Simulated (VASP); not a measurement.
Calculation: LDA (Ceperley-Alder, Perdew-Zunger), VASP's LDA PAW potentials (set 64) (plane waves; VASP).

VASP input:

**INCAR**
```
! general
SYSTEM =Zr
PREC   =Accurate
ENCUT  =300
LREAL  =.FALSE.
LASPH  =.TRUE.

! electronic loop
EDIFF  =1E-6
NELM   =100
ALGO   =Normal
LMAXMIX=4

! smearing
ISMEAR =0
SIGMA  =0.1

! ions
ISIF   =2

! output
LWAVE  =.FALSE.
LCHARG =.FALSE.
```

### KPOINTS
```
Regular mesh
0
G
8 8 3
0 0 0
```

**POSCAR**
```
Zr
1
    3.1852960000     0.0000000000     0.0000000000
   -1.5926480000     2.7585480000     0.0000000000
    0.0000000000     0.0000000000    10.2487130000
Zr
4
Direct
  0.0000000000   0.0000000000   0.0000000000
  0.0000000000   0.0000000000   0.5000000000
  0.3333330000   0.6666670000   0.2500000000
  0.6666670000   0.3333330000   0.7500000000
```

POTCAR, in this order: Zr_sv (LDA.64 set). Program: vasp_std.

The resulting files:

### OUTCAR
```
 ion  position               nearest neighbor table
   1  0.000  0.000  0.000-   3 3.15   4 3.15   4 3.15   3 3.15   4 3.15   3 3.15
   2  0.000  0.000  0.500-   3 3.15   4 3.15   4 3.15   3 3.15   4 3.15   3 3.15
   3  0.333  0.667  0.250-   1 3.15   2 3.15   1 3.15   2 3.15   1 3.15   2 3.15
   4  0.667  0.333  0.750-   1 3.15   2 3.15   1 3.15   2 3.15   1 3.15   2 3.15
  LATTYP: Found a hexagonal cell.
 ALAT       =     3.1852960000
 C/A-ratio  =     3.2175072584
 Subroutine PRICEL returns:
 Original cell was already a primitive cell.
 Subroutine GETGRP returns: Found 24 space group operations
The static configuration has the point symmetry D_3d.
 The point group associated with its full space group is D_6h.
The dynamic configuration has the point symmetry D_3d.
 Subroutine INISYM returns: Found 24 space group operations
 Subroutine IBZKPT returns following result:
 Found     20 irreducible k-points:

 Following reciprocal coordinates:
            Coordinates               Weight
  0.000000  0.000000  0.000000      1.000000
  0.125000  0.000000  0.000000      6.000000
  0.250000  0.000000  0.000000      6.000000
  0.375000  0.000000  0.000000      6.000000
  0.500000  0.000000  0.000000      3.000000
  0.125000  0.125000  0.000000      6.000000
  0.250000  0.125000  0.000000     12.000000
  0.375000  0.125000  0.000000     12.000000
  0.250000  0.250000  0.000000      6.000000
  0.375000  0.250000  0.000000      6.000000
  0.000000  0.000000  0.333333      2.000000
  0.125000  0.000000  0.333333     12.000000
  0.250000  0.000000  0.333333     12.000000
  0.375000  0.000000  0.333333     12.000000
  0.500000  0.000000  0.333333      6.000000
  0.125000  0.125000  0.333333     12.000000
  0.250000  0.125000  0.333333     24.000000
  0.375000  0.125000  0.333333     24.000000
  0.250000  0.250000  0.333333     12.000000
  0.375000  0.250000  0.333333     12.000000
...
```

OSZICAR:
```
       N       E                     dE             d eps       ncg     rms          rms(c)
DAV:   1     0.361772063306E+03    0.36177E+03   -0.19776E+04  1136   0.116E+03
DAV:   2    -0.240084350203E+01   -0.36417E+03   -0.35642E+03  1264   0.396E+02
DAV:   3    -0.359774522498E+02   -0.33577E+02   -0.32475E+02  1864   0.771E+01
DAV:   4    -0.383134013759E+02   -0.23359E+01   -0.22532E+01  1588   0.195E+01
DAV:   5    -0.384003186327E+02   -0.86917E-01   -0.85102E-01  1632   0.341E+00    0.215E+01
DAV:   6    -0.371676936254E+02    0.12326E+01   -0.19331E+00  1268   0.949E+00    0.863E+00
DAV:   7    -0.369318023045E+02    0.23589E+00   -0.12194E+00  1544   0.677E+00    0.153E+00
DAV:   8    -0.369158707253E+02    0.15932E-01   -0.18735E-01  1436   0.284E+00    0.119E+00
DAV:   9    -0.369150827044E+02    0.78802E-03   -0.66231E-02  1512   0.194E+00    0.218E-01
DAV:  10    -0.369135754607E+02    0.15072E-02   -0.10591E-02  1536   0.794E-01    0.317E-02
DAV:  11    -0.369135668358E+02    0.86248E-05   -0.46793E-04  1496   0.144E-01    0.238E-02
DAV:  12    -0.369135677057E+02   -0.86982E-06   -0.22153E-05  1628   0.245E-02    0.136E-02
DAV:  13    -0.369135660945E+02    0.16111E-05   -0.21380E-06   952   0.138E-02    0.245E-03
DAV:  14    -0.369135659708E+02    0.12368E-06   -0.52315E-07   804   0.486E-03
   1 F= -.36913566E+02 E0= -.36890315E+02  d E =-.465013E-01
```

### OUTCAR
```
------------------------ aborting loop because EDIFF is reached ----------------------------------------
  FORCE on cell =-STRESS in cart. coord.  units (eV):
  Direction    XX          YY          ZZ          XY          YZ          ZX
  --------------------------------------------------------------------------------------
  Total       -2.3593433     -2.3593446     -1.5408950      0.0000000      0.0000000      0.0000000
  in kB      -41.9760963    -41.9761190    -27.4147280      0.0000000      0.0000000      0.0000000
  external PRESSURE =     -37.1223144 kB  Pullay stress =       0.0000000 kB
  volume of cell :       90.05
      direct lattice vectors                 reciprocal lattice vectors
     3.185296000  0.000000000  0.000000000     0.313942566  0.181254776  0.000000000
    -1.592648000  2.758548000  0.000000000     0.000000000  0.362509552  0.000000000
     0.000000000  0.000000000 10.248713000     0.000000000  0.000000000  0.097573227
 POSITION                                       TOTAL-FORCE (eV/Angst)
 -----------------------------------------------------------------------------------
      0.00000      0.00000      0.00000         0.000000      0.000000      0.000000
      0.00000      0.00000      5.12436        -0.000000      0.000000      0.000000
     -0.00000      1.83903      2.56218         0.000000     -0.000000      0.000000
      1.59265      0.91952      7.68653        -0.000000      0.000000     -0.000000
 -----------------------------------------------------------------------------------
    total drift:                                0.000000     -0.000000      0.000000
  FREE ENERGIE OF THE ION-ELECTRON SYSTEM (eV)
  ---------------------------------------------------
  free  energy   TOTEN  =       -36.9135659708 eV

  energy  without entropy=      -36.8670647116  energy(sigma->0) =      -36.89031534
```
(Selected blocks of OUTCAR.)

At this cut-off the stress carries a Pulay error, which pulls relaxed volumes low.

The structure was generated: Zr was put into an ordered model structure, which need not be its known phase. The cell was not relaxed at this level. The run is one of a series of settings (SIGMA = 0.1, KPOINTS 8×8×3 Γ-centred mesh against the base run), some of them coarse on purpose.
